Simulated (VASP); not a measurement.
Write the native input for VASP 6.6.1 that does the following.

```yaml
Task: single point
Functional: LDA
Potentials_or_basis: VASP PAW LDA potentials, release 64 (W_sv)
Cutoff: 520 eV
k_mesh: 13 × 8 × 53
Occupations: methfessel-paxton, width 0.1 eV
Spin: no spin polarisation
Further_INCAR_settings: ALGO = Normal; EDIFF = 1e-07
```

The structure of W lies in POSCAR:

```
W
1.0
    3.1408760000      0.0000000000      0.0000000000
   -1.5704380000      4.9661610000      0.0000000000
    1.5704380000     -1.9864644000      0.9932322000
W
1
Direct
    0.0000000000      0.0000000000      0.0000000000
```

These files were run (other wordings do the same):

INCAR

```
ALGO = Normal
EDIFF = 1E-7
ENCUT = 520
ICORELEVEL = 1
ISIF = 2
ISMEAR = 1
LASPH = True
LCHARG = False
LREAL = False
LWAVE = False
NELM = 80
PREC = Accurate
SIGMA = 0.1
```

KPOINTS

```
k-points
0
Gamma
  13 8 53
```

Potentials or basis: VASP PAW LDA potentials, release 64 (W_sv).

Launch:

```sh
$ cat potpaw_LDA.64/W_sv/POTCAR > POTCAR
$ mpirun -np 1 vasp_std > vasp.out
```

Results of the run:

The pressure is 0.1 GPa and the band gap on the k mesh is none (metal or under the smearing width).

Wall time 4.2 min on 1 thread of Intel(R) Xeon(R) Platinum 8559C (Emerald Rapids), on a shared host, peak memory 0.57 GiB.
